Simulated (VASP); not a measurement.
Input:

```xyz
2
Lattice="2.9529 0.0000 0.0000 0.0000 2.9529 0.0000 0.0000 0.0000 2.9529" Properties=species:S:1:pos:R:3 pbc="T T T"
Cr     0.0000     0.0000     0.0000
Cr     1.4764     1.4764     1.4764
```
Starting moments (μB, in the order of the record's atoms Cr Cr): 2.6 -2.6.

The numbers are results of SCAN meta-GGA, VASP's PBE PAW potentials (set 64) (plane waves; VASP 6.6.1), not measurements. Settings: 520 eV cut-off, 14×14×14 Γ-centred mesh, tetrahedra with Blöchl corrections, potentials Cr_pv.

Q: Give the spin-up energies of bands 7 to 15 at the high-symmetry points, in eV from the Fermi level.

A: 
```tsv
band	Γ	X	M	R
7	-8.30	-4.66	-4.74	-3.47
8	-3.97	-3.93	-4.18	-3.47
9	-3.97	-2.43	-2.76	-3.47
10	-1.58	-1.95	-2.76	-1.28
11	-1.58	-1.95	0.41	-1.28
12	-1.58	-1.07	0.41	-1.28
13	1.63	-0.28	0.41	0.47
14	1.64	1.21	0.97	0.48
15	2.54	1.21	1.77	2.49
```

Q: Give the spin-down energies of bands 7 to 15 at the high-symmetry points, in eV from the Fermi level.

A: 
| band | Γ | X | M | R |
|---|---|---|---|---|
| 7 | -8.30 | -4.66 | -4.74 | -3.47 |
| 8 | -3.97 | -3.93 | -4.18 | -3.47 |
| 9 | -3.97 | -2.43 | -2.76 | -3.47 |
| 10 | -1.58 | -1.95 | -2.76 | -1.28 |
| 11 | -1.58 | -1.95 | 0.41 | -1.28 |
| 12 | -1.58 | -1.07 | 0.41 | -1.28 |
| 13 | 1.63 | -0.28 | 0.41 | 0.47 |
| 14 | 1.64 | 1.21 | 0.97 | 0.48 |
| 15 | 2.54 | 1.21 | 1.77 | 2.49 |

It has no gap at this level: it comes out as a metal or semimetal.

The compound is Cr in the bcc, AFM order structure. It was relaxed first, which changed the volume by +8 %.
